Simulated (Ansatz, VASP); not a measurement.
**Cross-check of Si2Mo between VASP and Ansatz**

One calculation is typed for both programs; each brings its own data sets. How far apart do they land? Of the first pair: The cell is taken from a series of runs on this material, whose earlier steps may have relaxed, scaled, displaced or heated it; both programs get it as it stands.

Calculated with Ansatz 0.2.0; plane waves, with VASP 6.6.1 beside it; LDA.

## (1) Set-up

Symmetry: I4/mmm, No. 139, tetragonal system. Conventional cell: a = 3.174 Å, b = 3.174 Å, c = 7.778 Å, α = 90.00°, β = 90.00°, γ = 90.00°. Nearest to Si lie 5 Si at 2.56 to 2.61 Å and 5 Mo at 2.58 to 2.61 Å. Nearest to Mo lie 10 Si at 2.58 to 2.61 Å. Farther neighbours are not listed.

## (2) Ansatz: relaxation of cell and atoms, LDA

Ansatz runs on its PAW soft_1 files.

The relaxed volume is the usual yardstick between codes: in a stiff, nearly cubic crystal its relative difference is about their pressure difference at one cell divided by the bulk modulus.

File input.yaml:

```yaml
crystal:
  lattice:
    - [-1.5871561705, 1.5871561705, 3.8889729862]
    - [1.5871561705, -1.5871561705, 3.8889729862]
    - [1.5871561705, 1.5871561705, -3.8889729862]
  atoms:
    - { symbol: Si, position: [0.3352207537, 0.3352207537, 0.0] }
    - { symbol: Si, position: [0.6647792463, 0.6647792463, 0.0] }
    - { symbol: Mo, position: [0.0, 0.0, 0.0] }
kpoints:
  mp_grid: { grid: [20, 20, 20] }
hamiltonian:
  xc: lda
  pseudopotentials: { kind: paw, azcp: { folder: soft_1 }, xc_functional: pbe }
scf:
  occupations: { method: methfessel_paxton, width: 0.2 }
output:
  forces: true
  stress: true
  eigenvalues: true
relax:
  adjacent_minimum: "off"
  f_tol: 0.001
  max_steps: 60
  cell: { stress_tol: 0.01 }
```

On the command line:

```
> ansatz run input.yaml --threads 4 --pin off --max-ram 10240MiB --backend cpu --events-out ev --progress --plain --runs-dir out
```

Numbers of over 12 decimals in the logs are rounded to 6 here.

Log:

```text
basis.fft_grid_basis auto: the FFT boxes are laid along the combinations [[1, 0, 1], [0, 1, 1], [0, 0, 1]] of the cell's own vectors, 3.174, 3.174 and 4.490 Å long. The dense box has 24×24×32 points. Along the cell's own vectors, as sized, it would have 32×32×32, 1.78 times as many. Of the 16 symmetry operations that the crystal satisfies within crystal.symmetry.tolerance (time reversal apart; of a slab, those that k [...]
Engine: ansatz 0.2.0, x86_64-unknown-linux-gnu
Pseudopotentials: kind: paw
Pseudopotential: Si, paw, valence charge 4, recommended cutoff 420 eV (normal), soft_1/Si.paw.azcp
Pseudopotential: Mo, paw, valence charge 14, recommended cutoff 420 eV (normal), soft_1/Mo.paw.azcp
Functional definition: SPW92
  exchange = slater_x
  correlation = pw_c
Crystal: 3 atoms, lattice volume = 39.186 Å³
Basis set: ecut = 420 eV, 769 PW (Γ), FFT grids on a1+a3, a2+a3, a3
Bands: 15, of which v1, the nominal top of the filled ones, is band 11 counted from 1 (10 counted from 0)
Symmetry: 16 space group operations
Space group: I4/mmm (ITA 139), of the structure as read, at distance tolerance 3.4e-5 Å
k-points: 641 of 8000
Non-local potential: Si, projectors of the file, l = 0: 2, l = 1: 2, l = 2: 1
Non-local potential: Mo, projectors of the file, l = 0: 3, l = 1: 2, l = 2: 2, l = 3: 1
PAW form: soft (Blöchl's): semilocal exchange-correlation on the pseudo side does not see the compensation charge
PAW frozen core: Si, regenerated for the run's functional, and the local potential with it (the file was generated under x = pbe(κ = 0.804, μ = 0.219515), c = pbe(β = 0.066725))
PAW frozen core: Mo, regenerated for the run's functional, and the local potential with it (the file was generated under x = pbe(κ = 0.804, μ = 0.219515), c = pbe(β = 0.066725))
PAW one-centre angular grid: Si, 110 points (default); XC on 64 Gauss nodes
PAW one-centre angular grid: Mo, 590 points (default); XC on 64 Gauss nodes
Initial density: superposition of atomic densities (chi_scale 0.1, normalization cell, long waves kept (reshape's long-wave potential 0.00 eV rms))
Initial wavefunctions: pseudopotential atomic-orbital guess
Functional: x = slater, c = lda
SCF iter   1: F=—  HF=-6063.170268 eV  |F-HF|=—  |Δ(HF+E_count)|=         —  Δρ=9.23e-2  dr2=4.96e0  ethr=3.10e-3  ⟨swp⟩=5.3  Hψ=54736  notcnv=0
preconditioner: auto → Kerker (q_TF=auto, 2.478 Å⁻¹)  [metal: Δε(μ)=0.019 eV  Ē_g=8.251 eV  σ=0.200 eV  W_gap=0.08  n_scr=10 (ndim 8)  ℏωp=22.2 eV  f_vac=0.000  D(μ)=0.45/eV (n_scr^D=0)]
SCF iter   2: F=—  HF=-6062.022766 eV  |F-HF|=—  |Δ(HF+E_count)|=    1.15e0  S|Δr|=    0.00e0  Δρ=3.09e-2  dr2=2.67e-1  ethr=3.10e-3  ⟨swp⟩=2.2  Hψ=23857  notcnv=0
SCF iter   3: F=—  HF=-6061.967932 eV  |F-HF|=—  |Δ(HF+E_count)|=   5.48e-2  S|Δr|=    0.00e0  Δρ=1.42e-2  dr2=5.62e-2  ethr=1.21e-3  ⟨swp⟩=2.1  Hψ=13376  notcnv=0
SCF iter   4: F=—  HF=-6061.955205 eV  |F-HF|=—  |Δ(HF+E_count)|=   1.27e-2  S|Δr|=    0.00e0  Δρ=2.42e-3  dr2=2.31e-3  ethr=2.56e-4  ⟨swp⟩=2.3  Hψ=14041  notcnv=0
SCF iter   5: F=—  HF=-6061.954545 eV  |F-HF|=—  |Δ(HF+E_count)|=   6.60e-4  S|Δr|=    0.00e0  Δρ=3.53e-4  dr2=9.17e-5  ethr=1.05e-5  ⟨swp⟩=2.8  Hψ=15750  notcnv=0
SCF iter   6: F=—  HF=-6061.954527 eV  |F-HF|=—  |Δ(HF+E_count)|=   1.80e-5  S|Δr|=    0.00e0  Δρ=3.72e-5  dr2=9.95e-7  ethr=4.17e-7  ⟨swp⟩=2.2  Hψ=12206  notcnv=0
SCF iter   7: F=-6061.954526 eV  HF=-6061.954526 eV  |F-HF|=9.07e-9  |Δ(HF+E_count)|=   2.16e-7  S|Δr|=    0.00e0  Δρ=5.84e-6  dr2=1.58e-8  ethr=4.55e-10  ⟨swp⟩=6.4  Hψ=47477  notcnv=0
SCF 1 converged in 7 iterations: F = -6061.954526 eV  dr2 = 1.58e-8
  greatest PAW one-centre occupation: 0.998 electrons in one spin orbital (limit 2), on the Mo atom at site 2 (counted from 0), in its partial waves of l = 0
relax step   1: F+E_penalty+E_count = -6061.95452645 eV  Δ(F+E_penalty+E_count) = +0.000e0 eV  max|allowed force component| = 5.137e-3 eV/Å  Δτ_max = 0.0000 Å  P = -0.001 GPa  Ω = 39.186 Å³  (7 SCF iters, dr2 threshold 1.00e-7 eV, accepted)
[...]
relax step   2: F+E_penalty+E_count = -6061.95452786 eV  Δ(F+E_penalty+E_count) = -1.408e-6 eV  max|allowed force component| = 1.229e-3 eV/Å  Δτ_max = 0.0002 Å  P = -0.000 GPa  Ω = 39.187 Å³  energy of the carried Pulay correction = -5.841e-8 eV  (4 SCF iters, dr2 threshold 1.91e-9 eV, accepted)
[...]
relax step   3: F+E_penalty+E_count = -6061.95452798 eV  Δ(F+E_penalty+E_count) = -1.179e-7 eV  max|allowed force component| = 2.325e-4 eV/Å  Δτ_max = 0.0001 Å  P = +0.002 GPa  Ω = 39.187 Å³  energy of the carried Pulay correction = -4.411e-8 eV  (4 SCF iters, dr2 threshold 9.45e-11 eV, accepted)
[...]
relax step   4: F+E_penalty+E_count = -6061.95452795 eV  Δ(F+E_penalty+E_count) = +2.838e-8 eV  max|allowed force component| = 2.341e-4 eV/Å  Δτ_max = 0.0000 Å  P = +0.002 GPa  Ω = 39.187 Å³  stress off target by 3.38e-3 GPa  SCF on the basis re-selected at this cell (its energy is not comparable with the rows above)  (4 SCF iters)
basis re-selected at this cell: Δ(F+E_penalty+E_count) = +2.838e-8 eV, ΔP = -0.000 GPa vs the last step (what re-selecting the basis moved, of the pressure what is left beyond the Pulay correction that the steps carried, after the strain that the cell walked since its last selection, with what the two solves' SCF thresholds leave and, on support functions, any second-order correction that the steps lacked; it is no m [...]
SCF converged after 4 iterations
Stability not checked: this state was not tested for a lower state beside it, because cold or Methfessel-Paxton smearing, or corrected tetrahedra, fill the levels in a way that the test cannot read (fill_not_monotonic; see scf.lower_state_search)
Free energy (F): -6061.954528 eV
Harris-Foulkes:  -6061.954528 eV  (|F-HF|=1.82e-12)
Internal energy: -6061.955116 eV  (E = F + TS)
E sigma→0 (E₀):  -6061.954675 eV
Entropy (-TS):   0.000588 eV (0.196 meV/atom)
Fermi energy:    16.185274 eV
--- Per-component energies (eV) ---
  E_band       = -41.707515
  E_kinetic    = 515.378153
  E_local      = -1120.288666  (includes V_loc(G=0)·N_el)
  E_nonlocal   = 200.095955
  E_hartree    = 426.792010
  E_xc         = -292.784924
  E_vxc        = -322.788022  (∫ρ·V_xc dr)
  E_paw        = -4070.176609  (= ΣΔE_a)
  E_vpaw       = -167.689090  (= ΣTr[D̂ρ^β])
  E_aug_tail   = 0.000137  (compensation charges beyond the density's cutoff)
  E_ewald      = -1721.612649
  E_core_change = 0.641477  (= ΣΔE_core)
  E_smearing   = 0.000588  (= −TS)
  E_closure    = -0.000000  (closes the sum)
  Σ components = -6061.954528   (vs F -6061.954528, Δ=0.00e0)
--- Forces (eV/Å), atoms counted from 1 ---
  atom   1  Si     0.00000000     0.00000000    -0.00023410
  atom   2  Si    -0.00000000     0.00000000     0.00023410
  atom   3  Mo    -0.00000000     0.00000000     0.00000000
  max |Σ_I F_I| component: 9.71e-17 eV/Å
--- Stress (GPa, compression-positive) ---
        0.003379       0.000000       0.000000
        0.000000       0.003379       0.000000
        0.000000       0.000000      -0.001178
  P = ⅓ Tr σ = 0.0019 GPa (0.019 kbar)
--- Band table (eV; the first three rows and the last of 641) ---
  k-point 0: bands = [... 7 lower, 12.9949, 13.5223, 13.5223, 16.5796, 19.3954, 19.4808, 19.7759, 19.7759]
  k-point 1: bands = [... 7 lower, 13.0196, 13.3143, 13.9217, 16.2642, 19.1998, 19.5716, 19.6660, 19.8166]
  k-point 2: bands = [... 7 lower, 12.7952, 13.0956, 14.4849, 15.4859, 18.7503, 19.5951, 19.8844, 19.9192]
  k-point 640: bands = [... 7 lower, 13.9406, 15.5958, 15.5958, 15.7448, 15.7448, 16.7199, 20.9971, 21.4991]
--- Relaxed structure (3 steps of the walk, 3 accepted, 1 SCFs on fresh bases) ---
  F+E_penalty+E_count = -6061.95452795 eV   max|allowed force component| = 2.341e-4 eV/Å   (the final SCF, on the basis selected at the relaxed cell)
  cell:  # Å, volume = 39.1870 Å³
    - [-1.587207, 1.587207, 3.888792]
    - [1.587207, -1.587207, 3.888792]
    - [1.587207, 1.587207, -3.888792]
  atoms:
    - { symbol: Si, position: [0.335255, 0.335255, 0] }
    - { symbol: Si, position: [0.664745, 0.664745, 0] }
    - { symbol: Mo, position: [0, 0, 0] }
```

## (3) VASP: relaxation of cell and atoms, LDA

The same cell, functional (in two slightly different forms), mesh and smearing now go to VASP, with its own data sets.

Lines of VASP's logs that name or quote its potential files are left out, and so is its time.

File INCAR:

```
SYSTEM = Si2Mo
PREC = Accurate
ENCUT = 500
EDIFF = 1E-07
NELM = 120
ISMEAR = 1
SIGMA = 0.2
LREAL = .FALSE.
ALGO = Normal
GGA = PW92
NBANDS = 17
LASPH = .TRUE.
LORBIT = 11
LWAVE = .FALSE.
LCHARG = .FALSE.
ISIF = 3
IBRION = 2
NSW = 80
EDIFFG = -0.005
GGA_COMPAT = .FALSE.
NELMIN = 4
KPAR = 2
```

File POSCAR:

```
Si2Mo
1.0
   -1.5871560000      1.5871560000      3.8889730000
    1.5871560000     -1.5871560000      3.8889730000
    1.5871560000      1.5871560000     -3.8889730000
Si Mo
2 1
Direct
    0.3352207639      0.3352207639      0.0000000000
    0.6647792361      0.6647792361      0.0000000000
    0.0000000000      0.0000000000      0.0000000000
```

File KPOINTS:

```
Automatic mesh
0
Gamma
20 20 20
0 0 0
```

PAW data sets: Si and Mo_sv (LDA family, release 64).

On the command line:

```
> mpirun -np 2 vasp_std
```

Log:

```text
[banner, memory and clock lines left out]
running    2 mpi-ranks, on    1 nodes
 distrk:  each k-point on    1 cores,    2 groups
 distr:  one band on    1 cores,    1 groups

 POSCAR found type information on POSCAR SiMo
 POSCAR found :  2 types and       3 ions
|                                                                             |
|               ----> ADVICE to this user running VASP <----                  |
|                                                                             |
|     You enforced a specific xc type in the INCAR file but a different       |
|     [... a line on the potential file left out ...]
|     I HOPE YOU KNOW WHAT YOU ARE DOING!                                     |
|                                                                             |

 LDA part: xc-table for (Slater(with rela. corr.)+PW92), standard interpolation
 POSCAR, INCAR and KPOINTS ok, starting setup
 FFT: planning ... GRIDC
 FFT: planning ... GRID_SOFT
 FFT: planning ... GRID
 WAVECAR not read
 entering main loop
       N       E                     dE             d eps       ncg     rms          rms(c)
DAV:   1     0.123674897677E+03    0.12367E+03   -0.11027E+04 21834   0.120E+03
DAV:   2    -0.234262872366E+02   -0.14710E+03   -0.14449E+03 25327   0.316E+02
DAV:   3    -0.266910455948E+02   -0.32648E+01   -0.32309E+01 27558   0.428E+01
DAV:   4    -0.267099673907E+02   -0.18922E-01   -0.18907E-01 26206   0.355E+00
DAV:   5    -0.267100991338E+02   -0.13174E-03   -0.13173E-03 27748   0.311E-01    0.234E+01
DAV:   6    -0.259653996695E+02    0.74470E+00   -0.55736E+00 24716   0.169E+01    0.493E+00
DAV:   7    -0.258463508390E+02    0.11905E+00   -0.78391E-01 24089   0.608E+00    0.486E+00
DAV:   8    -0.258084193671E+02    0.37931E-01   -0.10308E-01 24357   0.252E+00    0.356E-01
DAV:   9    -0.258076769785E+02    0.74239E-03   -0.17821E-03 26567   0.372E-01    0.200E-01
DAV:  10    -0.258075591104E+02    0.11787E-03   -0.41642E-04 25302   0.177E-01    0.587E-02
DAV:  11    -0.258075521170E+02    0.69934E-05   -0.71789E-05 24997   0.648E-02    0.171E-02
DAV:  12    -0.258075511872E+02    0.92980E-06   -0.67107E-06 25060   0.167E-02    0.543E-03
DAV:  13    -0.258075510789E+02    0.10836E-06   -0.48995E-07 23363   0.641E-03    0.132E-03
DAV:  14    -0.258075510774E+02    0.14329E-08   -0.18856E-08 11964   0.117E-03
   1 F= -.25807551E+02 E0= -.25807745E+02  d E =-.258076E+02
 curvature:   0.00 expect dE= 0.000E+00 dE for cont linesearch  0.000E+00
 trial: gam= 0.00000 g(F)=  0.776E-06 g(S)=  0.496E-03 ort = 0.000E+00 (trialstep = 0.100E+01)
 search vector abs. value=  0.497E-03
 bond charge predicted
       N       E                     dE             d eps       ncg     rms          rms(c)
DAV:   1    -0.258136997527E+02   -0.61487E-02   -0.13517E-01 22530   0.389E+00    0.106E+00
DAV:   2    -0.258083809899E+02    0.53188E-02   -0.50227E-02 22829   0.175E+00    0.276E-01
DAV:   3    -0.258074404724E+02    0.94052E-03   -0.42499E-03 22734   0.398E-01    0.712E-02
DAV:   4    -0.258073684469E+02    0.72025E-04   -0.37722E-04 23265   0.170E-01    0.633E-02
DAV:   5    -0.258073766484E+02   -0.82015E-05   -0.20653E-05 26409   0.378E-02    0.412E-02
DAV:   6    -0.258073762383E+02    0.41002E-06   -0.17070E-05 23675   0.207E-02    0.231E-03
DAV:   7    -0.258073761968E+02    0.41538E-07   -0.49686E-07 24249   0.518E-03
   2 F= -.25807376E+02 E0= -.25807581E+02  d E =0.174881E-03
 trial-energy change:    0.000175  1 .order    0.000173   -0.000497    0.000843
 step:   0.3689(harm=  0.3710)  dis= 0.00005  next Energy=   -25.807643 (dE=-0.916E-04)
 bond charge predicted
       N       E                     dE             d eps       ncg     rms          rms(c)
DAV:   1    -0.258101409083E+02   -0.27647E-02   -0.53688E-02 22564   0.245E+00    0.679E-01
DAV:   2    -0.258080200711E+02    0.21208E-02   -0.19237E-02 22780   0.109E+00    0.175E-01
DAV:   3    -0.258076688055E+02    0.35127E-03   -0.15861E-03 22610   0.244E-01    0.460E-02
DAV:   4    -0.258076396671E+02    0.29138E-04   -0.14603E-04 23176   0.108E-01    0.431E-02
DAV:   5    -0.258076428448E+02   -0.31777E-05   -0.69644E-06 26399   0.228E-02    0.253E-02
DAV:   6    -0.258076426968E+02    0.14804E-06   -0.60630E-06 23672   0.124E-02    0.148E-03
DAV:   7    -0.258076426816E+02    0.15168E-07   -0.17787E-07 19760   0.306E-03
   3 F= -.25807643E+02 E0= -.25807841E+02  d E =-.916042E-04
 curvature:  -0.19 expect dE=-0.589E-06 dE for cont linesearch -0.978E-09
 trial: gam= 0.00964 g(F)=  0.705E-06 g(S)=  0.247E-05 ort =-0.162E-05 (trialstep = 0.874E+00)
 search vector abs. value=  0.319E-05
 reached required accuracy - stopping structural energy minimisation
```

From OUTCAR (step 3):

```text
ion  position               nearest neighbor table
   1  0.335  0.335  0.000-   2 2.56   3 2.58   3 2.58   3 2.58   3 2.58   2 2.61   2 2.61   2 2.61
                             2 2.61   3 2.61
   2  0.665  0.665  0.000-   1 2.56   3 2.58   3 2.58   3 2.58   3 2.58   1 2.61   1 2.61   1 2.61
                             1 2.61   3 2.61
   3  0.000  0.000  0.000-   2 2.58   2 2.58   2 2.58   1 2.58   2 2.58   1 2.58   1 2.58   1 2.58
                             1 2.61   2 2.61

  LATTYP: Found a body centered tetragonal cell.
 ALAT       =     3.1743120000
 C/A-ratio  =     2.4502777295

 Subroutine GETGRP returns: Found 16 space group operations
 (whereof 16 operations were pure point group operations)

The static configuration has the point symmetry D_4h.

 Found    641 irreducible k-points:

   k-points           NKPTS =    641   k-points in BZ     NKDIM =    641   number of bands    NBANDS=     17

   dimension x,y,z NGX =    36 NGY =   36 NGZ =   36
   dimension x,y,z NGXF=    72 NGYF=   72 NGZF=   72

   ENCUT  =  500.0 eV  36.75 Ry    6.06 a.u.   8.19  8.19  8.19*2*pi/ulx,y,z

   NELECT =      22.0000    total number of electrons

 k-points in reciprocal lattice and weights: Automatic mesh
   0.00000000  0.00000000  0.00000000       0.000
   0.05000000 -0.00000000  0.00000000       0.001
   0.10000000 -0.00000000  0.00000000       0.001
   0.15000000 -0.00000000  0.00000000       0.001
   0.20000000 -0.00000000  0.00000000       0.001
   0.25000000  0.00000000  0.00000000       0.001
   0.30000000 -0.00000000  0.00000000       0.001
   0.35000000 -0.00000000  0.00000000       0.001
   0.40000000 -0.00000000  0.00000000       0.001
[...]
-0.45000000 -0.45000000  0.45000000       0.000
   0.50000000  0.50000000  0.50000000       0.000

 average (electrostatic) potential at core
       1 -78.6558       2 -78.6558       3 -68.7797

 E-fermi :  12.5515

 k-point     1 :       0.0000    0.0000    0.0000
  band No.  band energies     occupation
    ...
      6       6.0428      2.00000
      7       9.1979      2.00000
      8       9.3677      2.00000
      9       9.8921      2.00000
     10       9.8921      2.00000
     11      12.9459     -0.01748
     12      15.7550     -0.00000
     13      15.8429     -0.00000
     14      16.1441     -0.00000
     15      16.1441     -0.00000
    ...

 k-point     2 :       0.0500   -0.0000    0.0000
  band No.  band energies     occupation
    ...
      6       6.0491      2.00000
      7       8.9770      2.00000
      8       9.3753      2.00000
      9       9.9230      2.00000
     10      10.0314      2.00000
     11      12.7913     -0.07071
     12      15.6100     -0.00000
     13      15.8515     -0.00000
     14      15.9065     -0.00000
     15      16.3113     -0.00000
    ...

 k-point     3 :       0.1000   -0.0000    0.0000
  band No.  band energies     occupation
    ...
      7       8.5464      2.00000
      8       9.3880      2.00000
      9      10.0140      2.00000
     10      10.2372      2.00000
     11      12.4191      1.89177
     12      15.1563     -0.00000
     13      15.4161     -0.00000
     14      16.1971     -0.00000
     15      16.6678      0.00000
     16      17.1999      0.00000
    ...

  Total        0.0047111      0.0047111     -0.0104517      0.0000000     -0.0000000      0.0000000
  in kB        0.1922734      0.1922734     -0.4265601      0.0000000     -0.0000000      0.0000000
  external PRESSURE =      -0.0140044 kB  Pullay stress =       0.0000000 kB

  energy-cutoff  :      500.00
  volume of cell :       39.26
      direct lattice vectors                 reciprocal lattice vectors
    -1.588126304  1.588126304  3.891237071     0.000000000  0.314836420  0.128493842
     1.588126304 -1.588126304  3.891237071     0.314836420  0.000000000  0.128493842
     1.588126304  1.588126304 -3.891237071     0.314836420  0.314836420  0.000000000

 POSITION                                       TOTAL-FORCE (eV/Angst)
 -----------------------------------------------------------------------------------
      0.00000      0.00000      2.60880        -0.000000     -0.000000      0.002703
      0.00000      0.00000      5.17368         0.000000      0.000000     -0.002703
      0.00000      0.00000      0.00000         0.000000      0.000000      0.000000
 -----------------------------------------------------------------------------------
    total drift:                               -0.000000      0.000000      0.000000

  FREE ENERGIE OF THE ION-ELECTRON SYSTEM (eV)
  ---------------------------------------------------
  free  energy   TOTEN  =       -25.8076426816 eV

  energy  without entropy=      -25.8082366650  energy(sigma->0) =      -25.80784068

 reached required accuracy - stopping structural energy minimisation

 total charge
# of ion       s       p       d       tot
------------------------------------------
    1        0.750   0.903   0.000   1.653
    2        0.750   0.903   0.000   1.653
    3        2.296   6.219   4.255  12.770
--------------------------------------------------
tot          3.795   8.024   4.255  16.075

[... 3 further parts left out ...]
```

CONTCAR:

```
Si2Mo
   1.00000000000000
    -1.5881263035461792    1.5881263035461792    3.8912370714793809
     1.5881263035461792   -1.5881263035461792    3.8912370714793809
     1.5881263035461792    1.5881263035461792   -3.8912370714793809
  Si              Mo
     2     1
Direct
     0.3352142572539242    0.3352142572539242    0.0000000000000000
     0.6647857427460758    0.6647857427460758    0.0000000000000000
     0.0000000000000000    0.0000000000000000    0.0000000000000000
```

The run keeps the 16 symmetry operations of its start, so it cannot find a distortion of lower symmetry.

## (4) Side by side

Known differences besides the potentials themselves: the cutoff is 420 eV in Ansatz and 500 eV in VASP; VASP's log shows a relativistic correction to its local exchange, Ansatz's none; Ansatz adds a Pulay correction to the stress that steers its cell, VASP none. Total energies have different zeros and are not compared.

The two programs side by side:

```
                                         quantity  Ansatz   VASP  difference
                                      volume (Å³)   39.19  39.26     -0.18 %
edge a after relaxation, in the typed setting (Å)   4.490  4.493     -0.06 %
```

(Continued in part 2 of 2.)

[Lines on the potential files, build, host, timing and source positions are cut from VASP's logs without a mark.]

[Logs are printed without paths, hosts, clocks, repeated set-up lines and the standing remarks that a program may print on its own settings, such as how far it seeks lower states.]

[Hosts, paths, dates, database ids (printed as entryN), source tags and the programs' standing remarks are cut or masked in the printed files.]
